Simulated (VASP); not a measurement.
The system is CuRu4.

```
CELL_PARAMETERS angstrom
-2.55605 2.55605 2.55605
2.55605 -2.55605 2.55605
2.55605 2.55605 -2.55605
ATOMIC_POSITIONS crystal
Cu 0.00000 0.00000 0.00000
Ru 0.00000 0.00000 0.50000
Ru 0.50000 0.00000 0.00000
Ru 0.00000 0.50000 0.00000
Ru 0.50000 0.50000 0.50000
```

The cell was built by a generator and needn't be a form met in nature.

* Program: VASP 6.6.1
* Task: relaxation of cell and atoms
* Functional: RPBE
* Potentials or basis: VASP PAW PBE potentials, release 64 (Cu, Ru_pv)
* Cutoff: 600 eV
* k mesh: 7 × 7 × 7
* Occupations: methfessel-paxton, width 0.2 eV
* Spin: no spin polarisation

At the start: pressure 60.3 GPa; volume 13.36 Å³/atom.

Q: How do energy, volume and symmetry change on relaxing?

A: Over 5 steps the energy falls by 479.3 meV/atom and the volume is 16.48 Å³/atom (+23.4 %); space group Im-3m (No. 229, to 0.05 Å).

The path:
| step | energy change (eV) | largest force (eV/Å) | pressure (GPa) | volume (Å³) |
| --- | --- | --- | --- | --- |
| 1 | 0.0000 | 0.0000 | 60.32 | 66.80 |
| 2 | 3.2253 | 0.0000 | -25.10 | 128.18 |
| 3 | -2.3521 | 0.0000 | -5.15 | 85.12 |
| 4 | -2.3928 | 0.0000 | -1.58 | 83.19 |
| 5 | -2.3966 | 0.0000 | 0.04 | 82.40 |

Final structure:
```yaml
crystal:
  lattice:
    - [-2.74126, 2.74126, 2.74126]
    - [2.74126, -2.74126, 2.74126]
    - [2.74126, 2.74126, -2.74126]
  atoms:
    - { symbol: Cu, position: [0.00000, 0.00000, 0.00000] }
    - { symbol: Ru, position: [0.00000, 0.00000, 0.50000] }
    - { symbol: Ru, position: [0.50000, 0.00000, 0.00000] }
    - { symbol: Ru, position: [0.00000, 0.50000, 0.00000] }
    - { symbol: Ru, position: [0.50000, 0.50000, 0.50000] }
```

Caveat: the volume moved by over 15 % at a fixed basis, so the end points are rough; the PAW data sets were made with another functional, which shifts forces and pressure a little.
